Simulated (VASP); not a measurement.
Given:

```
CELL_PARAMETERS angstrom
      1.23072    -2.13166     0.00000
      1.23072     2.13166     0.00000
      0.00000     0.00000     7.19296
ATOMIC_POSITIONS crystal
  C  0.00000 0.00000 0.25000
  C  0.00000 0.00000 0.75000
  C  0.33333 0.66667 0.25000
  C  0.66667 0.33333 0.75000
```

Calculation: PBEsol GGA, VASP's PBE PAW potentials (set 64) (plane waves; VASP). Run with 520 eV cut-off, 9×9×3 Γ-centred mesh, Gaussian smearing of 0.050 eV, potentials C.

Without a dispersion term in the relaxation, distances and binding between the weakly bound layers, chains or molecules are unreliable, and so is what depends on them.

### Question
Estimate the energy per atom (σ→0), band gap (on the k-mesh) with the smallest direct gap where there is one.

### Answer

band gap (on the k-mesh): none (metal, semimetal or under 0.01 eV)
energy per atom (σ→0): -9640 meV/atom

Only differences to runs with the same potentials and settings are physical.

The compound is C in the graphite structure. It was relaxed first, which changed the volume by +7 %. The k-mesh is coarse (spacing up to 0.33 per Å, 2π included), so the numbers may not be converged in it. The start is the result of an earlier pass.
